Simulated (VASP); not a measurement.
A VASP calculation is set up with these files.

### KPOINTS
```
Automatic mesh
0
Gamma
5 5 3
0 0 0
```

INCAR:
```
SYSTEM = ZnS
PREC = Accurate
ENCUT = 400
EDIFF = 1E-6
NELM = 40
ALGO = Normal
LREAL = .FALSE.
LASPH = .TRUE.
ISMEAR = 0
SIGMA = 0.05
GGA = PE
LMAXMIX = 4
LWAVE = .FALSE.
LCHARG = .FALSE.
ISIF = 2
```

**POSCAR**
```
ZnS
1
    1.9482000000    -3.3743810000     0.0000000000
    1.9482000000     3.3743810000     0.0000000000
    0.0000000000     0.0000000000     6.3852000000
Zn S
2 3
Direct
  0.6666670000   0.3333330000   0.5000000000
  0.3333330000   0.6666670000   0.0000000000
  0.6666670000   0.3333330000   0.8750000000
  0.3333330000   0.6666670000   0.3750000000
  0.3533330000   0.6866670000   0.3950000000
```

POTCAR, in this order: Zn S (PBE.64 set). Program: vasp_std.

Task: Does this input run properly? What does VASP do?

Result: There is a fault: one atom is typed twice, on or next to the same site. The run ends without an error.

standard output:
```
...
 -----------------------------------------------------------------------------
|                                                                             |
|           W    W    AA    RRRRR   N    N  II  N    N   GGGG   !!!           |
|           W    W   A  A   R    R  NN   N  II  NN   N  G    G  !!!           |
|           W    W  A    A  R    R  N N  N  II  N N  N  G       !!!           |
|           W WW W  AAAAAA  RRRRR   N  N N  II  N  N N  G  GGG   !            |
|           WW  WW  A    A  R   R   N   NN  II  N   NN  G    G                |
|           W    W  A    A  R    R  N    N  II  N    N   GGGG   !!!           |
|                                                                             |
|     The distance between some ions is very small. Please check the          |
|     nearest-neighbor list in the OUTCAR file.                               |
|     I HOPE YOU KNOW WHAT YOU ARE DOING!                                     |
|                                                                             |
 -----------------------------------------------------------------------------

 POSCAR, INCAR and KPOINTS ok, starting setup
 WAVECAR not read
 entering main loop
       N       E                     dE             d eps       ncg     rms          rms(c)
DAV:   1     0.329497804946E+04    0.32950E+04   -0.17943E+04  1900   0.171E+03
DAV:   2     0.292488156791E+04   -0.37010E+03   -0.35996E+03  2668   0.381E+02
DAV:   3     0.281242005323E+04   -0.11246E+03   -0.11070E+03  2868   0.200E+02
DAV:   4     0.280619793842E+04   -0.62221E+01   -0.62006E+01  2322   0.484E+01
DAV:   5     0.280593935419E+04   -0.25858E+00   -0.25841E+00  2695   0.108E+01    0.178E+03
DAV:   6     0.286858110070E+04    0.62642E+02   -0.37295E+02  2800   0.199E+02    0.153E+02
DAV:   7     0.286715947967E+04   -0.14216E+01   -0.27534E+02  2521   0.110E+02    0.294E+02
DAV:   8     0.287597043545E+04    0.88110E+01   -0.16098E+02  3657   0.191E+02    0.192E+02
DAV:   9     0.287972879571E+04    0.37584E+01   -0.32382E+01  2450   0.334E+01    0.215E+02
DAV:  10     0.287906810388E+04   -0.66069E+00   -0.20454E+00  2213   0.123E+01    0.228E+02
DAV:  11     0.287907378523E+04    0.56813E-02   -0.13020E-01  2439   0.243E+00    0.224E+02
DAV:  12     0.287921457555E+04    0.14079E+00   -0.17679E-02  3036   0.109E+00    0.216E+02
DAV:  13     0.287992931934E+04    0.71474E+00   -0.15426E+00  2764   0.865E+00    0.336E+02
DAV:  14     0.287971608926E+04   -0.21323E+00   -0.60293E-01  2326   0.524E+00    0.492E+02
DAV:  15     0.288049423325E+04    0.77814E+00   -0.49910E-01  3015   0.617E+00    0.369E+02
DAV:  16     0.288092554092E+04    0.43131E+00   -0.14570E+00  2844   0.207E+01    0.177E+02
DAV:  17     0.288029063444E+04   -0.63491E+00   -0.70663E-01  2300   0.519E+00    0.135E+02
DAV:  18     0.288037055208E+04    0.79918E-01   -0.49570E-02  2221   0.213E+00    0.142E+02
DAV:  19     0.288020185752E+04   -0.16869E+00   -0.16991E-02  2887   0.162E+00    0.146E+02
DAV:  20     0.288189442465E+04    0.16926E+01   -0.99320E+00  2737   0.235E+01    0.174E+02
DAV:  21     0.288201592755E+04    0.12150E+00   -0.17042E+00  2128   0.741E+00    0.121E+02
DAV:  22     0.288201538586E+04   -0.54169E-03   -0.77519E-02  2563   0.184E+00    0.127E+02
DAV:  23     0.288197622678E+04   -0.39159E-01   -0.37439E-01  2963   0.462E+00    0.136E+02
DAV:  24     0.288197135507E+04   -0.48717E-02   -0.63931E-02  2698   0.188E+00    0.993E+01
DAV:  25     0.288182793506E+04   -0.14342E+00   -0.27217E-01  2461   0.285E+00    0.733E+01
DAV:  26     0.288202542106E+04    0.19749E+00   -0.10766E+00  3111   0.736E+00    0.316E+01
DAV:  27     0.288203114395E+04    0.57229E-02   -0.62832E-01  2565   0.400E+00    0.860E+00
DAV:  28     0.288203292059E+04    0.17766E-02   -0.32394E-02  2014   0.140E+00    0.760E+00
DAV:  29     0.288204241486E+04    0.94943E-02   -0.10924E-02  2593   0.648E-01    0.115E+01
DAV:  30     0.288205153956E+04    0.91247E-02   -0.16257E-02  3317   0.153E+00    0.772E+00
DAV:  31     0.288205418890E+04    0.26493E-02   -0.39631E-03  2975   0.112E+00    0.727E+00
DAV:  32     0.288205641453E+04    0.22256E-02   -0.10031E-02  2900   0.545E-01    0.467E+00
DAV:  33     0.288205665423E+04    0.23970E-03   -0.20012E-03  2910   0.309E-01    0.390E+00
DAV:  34     0.288205631668E+04   -0.33755E-03   -0.22716E-03  3550   0.368E-01    0.414E+00
DAV:  35     0.288205672388E+04    0.40720E-03   -0.13851E-03  2593   0.169E-01    0.157E+00
DAV:  36     0.288205676741E+04    0.43535E-04   -0.19481E-04  2558   0.160E-01    0.485E-01
DAV:  37     0.288205674251E+04   -0.24901E-04   -0.58142E-05  2587   0.698E-02    0.366E-01
DAV:  38     0.288205678630E+04    0.43793E-04   -0.32511E-04  3156   0.206E-01    0.414E-02
DAV:  39     0.288205678471E+04   -0.15905E-05   -0.13873E-05  2223   0.454E-02    0.137E-01
DAV:  40     0.288205678466E+04   -0.49942E-07   -0.12700E-06  1021   0.150E-02
   1 F= 0.28820568E+04 E0= 0.28820621E+04  d E =-.106587E-01
```

**OUTCAR**
```
------------------------ aborting loop because EDIFF is reached ----------------------------------------
  FORCE on cell =-STRESS in cart. coord.  units (eV):
  Direction    XX          YY          ZZ          XY          YZ          ZX
  --------------------------------------------------------------------------------------
  Total      921.1748793    -14.4578682   2496.0355532      0.0514633      0.0575626   1533.0216924
  in kB    17580.0664315   -275.9196866  47635.3316016      0.9821464      1.0985474  29256.7934685
  external PRESSURE =   21646.4927822 kB  Pullay stress =       0.0000000 kB
  volume of cell :       83.95
      direct lattice vectors                 reciprocal lattice vectors
     1.948200000 -3.374381000  0.000000000     0.256647161 -0.148175325  0.000000000
     1.948200000  3.374381000  0.000000000     0.256647161  0.148175325  0.000000000
     0.000000000  0.000000000  6.385200000     0.000000000  0.000000000  0.156612166
  FREE ENERGIE OF THE ION-ELECTRON SYSTEM (eV)
  ---------------------------------------------------
  free  energy   TOTEN  =      2882.0567846628 eV

  energy  without entropy=     2882.0674433179  energy(sigma->0) =     2882.06211399
```
(Selected blocks of OUTCAR.)

To mend it, correct POSCAR.
File POSCAR:
```
ZnS
1
    1.9482000000    -3.3743810000     0.0000000000
    1.9482000000     3.3743810000     0.0000000000
    0.0000000000     0.0000000000     6.3852000000
Zn S
2 2
Direct
  0.6666670000   0.3333330000   0.5000000000
  0.3333330000   0.6666670000   0.0000000000
  0.6666670000   0.3333330000   0.8750000000
  0.3333330000   0.6666670000   0.3750000000
```
The mended run (PBE GGA, plane waves, VASP's PBE PAW potentials (set 64)) converges, and its OSZICAR ends with
```
   1 F= -.13656257E+02 E0= -.13656257E+02  d E =-.511641E-15
```
